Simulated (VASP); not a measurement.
Input for VASP

**INCAR**
```
SYSTEM = SrTe
PREC = Accurate
ENCUT = 400
EDIFF = 1E-6
NELM = 100
ALGO = Normal
LREAL = .FALSE.
LASPH = .TRUE.
ISMEAR = 0
SIGMA = 0.05
GGA = PE
LMAXMIX = 4
LWAVE = .FALSE.
LCHARG = .FALSE.
ISIF = 2
ICHARG = 11
```

### POSCAR
```
SrTe
1
    0.0000000000     3.3300000000     3.3300000000
    3.3300000000     0.0000000000     3.3300000000
    3.3300000000     3.3300000000     0.0000000000
Sr Te
1 1
Direct
  0.0000000000   0.0000000000   0.0000000000
  0.5000000000   0.5000000000   0.5000000000
```

KPOINTS:
```
Automatic mesh
0
Gamma
5 5 5
0 0 0
```

POTCAR, in this order: Sr_sv Te (PBE.64 set). Program: vasp_std.

The resulting files:

File standard output:
```
 POSCAR found type information on POSCAR SrTe
 POSCAR found :  2 types and       2 ions
 Reading from existing POTCAR
 Reading from existing POTCAR
 LDA part: xc-table for (Slater+PW92), standard interpolation
 WARNING: stress and forces are not correct
 POSCAR, INCAR and KPOINTS ok, starting setup
 WAVECAR not read
 WARNING: CHGCAR is incomplete

 -----------------------------------------------------------------------------
|                                                                             |
|     EEEEEEE  RRRRRR   RRRRRR   OOOOOOO  RRRRRR      ###     ###     ###     |
|     E        R     R  R     R  O     O  R     R     ###     ###     ###     |
|     E        R     R  R     R  O     O  R     R     ###     ###     ###     |
|     EEEEE    RRRRRR   RRRRRR   O     O  RRRRRR       #       #       #      |
|     E        R   R    R   R    O     O  R   R                               |
|     E        R    R   R    R   O     O  R    R      ###     ###     ###     |
|     EEEEEEE  R     R  R     R  OOOOOOO  R     R     ###     ###     ###     |
|                                                                             |
|     ICHARG>10                                                               |
|                                                                             |
|       ---->  I REFUSE TO CONTINUE WITH THIS SICK JOB ... BYE!!! <----       |
|                                                                             |
 -----------------------------------------------------------------------------
```

Problem. From input and log, find the fault in this run and mend it.

Solution. The cause: ICHARG = 11 asks for a fixed density, but there is no CHGCAR. VASP stops with an error: ERROR: charge density could not be read from file CHGCAR for ICHARG>10 ----> I REFUSE TO CONTINUE WITH THIS SICK JOB ... BYE!!! <---- To mend it, run self-consistently first and keep its CHGCAR, or remove ICHARG. The plain static run on this cell (PBE GGA, plane waves, VASP's PBE PAW potentials (set 64)) converges, and its OSZICAR ends with
```
   1 F= -.82569673E+01 E0= -.82569673E+01  d E =-.208658E-23
```

The compound is SrTe in the rock salt structure. The cell was not relaxed at this level.
